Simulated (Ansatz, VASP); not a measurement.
# NaCa3S3Cl: VASP beside Ansatz, part 2 of 2

Aim: how closely do two programs agree when they are given the same cell, functional and k mesh? The cell is generated by rule, not measured, and may not be a known phase. The cell is taken from a series of runs on this material, whose earlier steps may have relaxed, scaled, displaced or heated it; both programs get it as it stands.

VASP 6.6.1 and Ansatz 0.2.0.

So far: The structure; Ansatz: relaxation of cell and atoms, LDA; VASP: relaxation of cell and atoms, LDA.

## 3. VASP: relaxation of cell and atoms, LDA (continued)

Level of this step: LDA; plane waves and PAW (Ca_sv, Cl, Na_pv, S); invented cell (VASP).

Numbers of over 12 decimals in the logs are rounded to 6 here.

Parts of OUTCAR (step 3):

```text
ion  position               nearest neighbor table
   1  0.500  0.500  0.252-   7 2.76   6 2.77   6 2.77   6 2.77   6 2.77   4 2.80
   2  0.000  0.000  0.500-   7 2.77   7 2.77   7 2.77   7 2.77   8 2.79   6 2.79
   3  0.500  0.500  0.748-   7 2.76   8 2.77   8 2.77   8 2.77   8 2.77   4 2.80
   4  0.500  0.500  0.000-   1 2.80   3 2.80
   5  0.000  0.000  0.000-   6 2.76   8 2.76
   6  0.000  0.000  0.249-   5 2.76   1 2.77   1 2.77   1 2.77   1 2.77   2 2.79
   7  0.500  0.500  0.500-   1 2.76   3 2.76   2 2.77   2 2.77   2 2.77   2 2.77
   8  0.000  0.000  0.751-   5 2.76   3 2.77   3 2.77   3 2.77   3 2.77   2 2.79

  LATTYP: Found a simple tetragonal cell.
 ALAT       =     3.9196003683
 C/A-ratio  =     2.8348716593

 Subroutine GETGRP returns: Found 16 space group operations
 (whereof 16 operations were pure point group operations)

The static configuration has the point symmetry D_4h.

 Found     30 irreducible k-points:

   k-points           NKPTS =     30   k-points in BZ     NKDIM =     30   number of bands    NBANDS=     39

   dimension x,y,z NGX =    30 NGY =   30 NGZ =   84
   dimension x,y,z NGXF=    60 NGYF=   60 NGZF=  168

   ENCUT  =  500.0 eV  36.75 Ry    6.06 a.u.   7.15  7.15 20.26*2*pi/ulx,y,z

   NELECT =      62.0000    total number of electrons

 k-points in reciprocal lattice and weights: Automatic mesh
   0.00000000  0.00000000  0.00000000       0.008
   0.12500000  0.00000000  0.00000000       0.031
   0.25000000  0.00000000  0.00000000       0.031
   0.37500000  0.00000000  0.00000000       0.031
   0.50000000  0.00000000  0.00000000       0.016
   0.12500000  0.12500000  0.00000000       0.031
   0.25000000  0.12500000  0.00000000       0.062
   0.37500000  0.12500000  0.00000000       0.062
   0.50000000  0.12500000  0.00000000       0.031
[...]
0.50000000  0.37500000  0.50000000       0.031
   0.50000000  0.50000000  0.50000000       0.008

 average (electrostatic) potential at core
       1 -44.8638       2 -44.6724       3 -44.8638       4 -96.5054       5 -44.2716
       6 -87.2151       7 -87.3508       8 -87.2151

 E-fermi :   3.7601

 k-point     1 :       0.0000    0.0000    0.0000
  band No.  band energies     occupation
    ...
     27       2.3211      2.00000
     28       2.3211      2.00000
     29       2.3495      2.00000
     30       2.6522      2.00000
     31       2.6522      2.00000
     32       4.8681      0.00000
     33       5.5014      0.00000
     34       6.1902      0.00000
     35       6.4067      0.00000
     36       7.0074      0.00000
    ...

 k-point     2 :       0.1250    0.0000    0.0000
  band No.  band energies     occupation
    ...
     27       1.8858      2.00000
     28       2.1360      2.00000
     29       2.1791      2.00000
     30       2.2823      2.00000
     31       2.4546      2.00000
     32       5.3263      0.00000
     33       5.8984      0.00000
     34       6.5106      0.00000
     35       6.7044      0.00000
     36       7.0083      0.00000
    ...

 k-point     3 :       0.2500    0.0000    0.0000
  band No.  band energies     occupation
    ...
     27       1.5347      2.00000
     28       1.6517      2.00000
     29       1.8767      2.00000
     30       2.0017      2.00000
     31       2.0466      2.00000
     32       6.2984      0.00000
     33       6.6855      0.00000
     34       7.1317      0.00000
     35       7.1350      0.00000
     36       7.2311      0.00000
    ...

  Total       -0.0322830     -0.0322830     -0.0254566      0.0000000      0.0000000     -0.0000000
  in kB       -0.3019044     -0.3019044     -0.2380650      0.0000000      0.0000000     -0.0000000
  external PRESSURE =      -0.2806246 kB  Pullay stress =       0.0000000 kB

  energy-cutoff  :      500.00
  volume of cell :      171.32
      direct lattice vectors                 reciprocal lattice vectors
     2.774871597  2.774871597 -0.000000000     0.180188518  0.180188518  0.000000000
    -2.774871597  2.774871597 -0.000000000    -0.180188518  0.180188518  0.000000000
    -0.000000000 -0.000000000 11.124971640     0.000000000  0.000000000  0.089887870

 POSITION                                       TOTAL-FORCE (eV/Angst)
 -----------------------------------------------------------------------------------
     -0.00000      2.77487      2.79879         0.000000      0.000000     -0.000367
     -0.00000     -0.00000      5.56249         0.000000      0.000000      0.000000
     -0.00000      2.77487      8.32618        -0.000000     -0.000000      0.000367
     -0.00000      2.77487      0.00000         0.000000      0.000000      0.000000
     -0.00000      0.00000      0.00000         0.000000      0.000000      0.000000
     -0.00000     -0.00000      2.76734         0.000000      0.000000     -0.004425
     -0.00000      2.77487      5.56249         0.000000      0.000000      0.000000
     -0.00000     -0.00000      8.35763        -0.000000     -0.000000      0.004425
 -----------------------------------------------------------------------------------
    total drift:                               -0.000000      0.000000      0.000000

  FREE ENERGIE OF THE ION-ELECTRON SYSTEM (eV)
  ---------------------------------------------------
  free  energy   TOTEN  =       -41.4921576303 eV

  energy  without entropy=      -41.4921576303  energy(sigma->0) =      -41.49215763

 reached required accuracy - stopping structural energy minimisation

 total charge
# of ion       s       p       d       tot
------------------------------------------
    1        2.037   5.855   0.278   8.170
    2        2.038   5.858   0.285   8.181
    3        2.037   5.855   0.278   8.170
    4        1.586   3.565   0.000   5.152
    5        0.058   5.989   0.000   6.046
    6        1.314   2.471   0.000   3.785
    7        1.315   2.484   0.000   3.799
    8        1.314   2.471   0.000   3.785
--------------------------------------------------
tot         11.698  34.550   0.841  47.089

[... 3 further parts left out ...]
```

The gap is read on the k-mesh alone, so it is an upper bound where the band edges lie off the mesh. The run keeps the 16 symmetry operations of its start, so it cannot find a distortion of lower symmetry.

## 4. Comparison

Known differences besides the potentials themselves: the two LDA forms differ slightly; fixed occupations in Ansatz, narrow Gaussian smearing in VASP; the data sets hold 64 valence electrons in Ansatz (on its default PAW (the set named soft_2) files) and 62 in VASP; the cutoff is 420 eV in Ansatz and 500 eV in VASP; VASP's log shows a relativistic correction to its local exchange, Ansatz's none; Ansatz adds a Pulay correction to the stress that steers its cell, VASP none. Total energies have different zeros and are not compared.

Compared:

```tsv
quantity	Ansatz	VASP	difference
volume (Å³)	170.71	171.32	-0.36 %
edge a after relaxation, in the typed setting (Å)	3.919	3.924	-0.12 %
edge c after relaxation, in the typed setting (Å)	11.113	11.125	-0.11 %
```

## 5. Results

* difference in volume (relaxation of cell and atoms, LDA): -0.36 %

The difference in volume is -0.36 % (relaxation of cell and atoms, LDA), within the 1.2 % picked in this series as the mark of a large difference, as far as the stopping tolerances let one tell. The data sets hold unlike numbers of valence electrons (64 in Ansatz and 62 in VASP), so part of the differences comes from the potentials. Such differences can come from data sets, numerical settings and the points named under the comparisons, not from the functional's error against experiment.

[Lines on the potential files, build, host, timing and source positions are cut from VASP's logs without a mark.]

[Logs are printed without paths, hosts, clocks, repeated set-up lines and the standing remarks that a program may print on its own settings, such as how far it seeks lower states.]

[Hosts, paths, dates, database ids (printed as entryN), source tags and the programs' standing remarks are cut or masked in the printed files.]
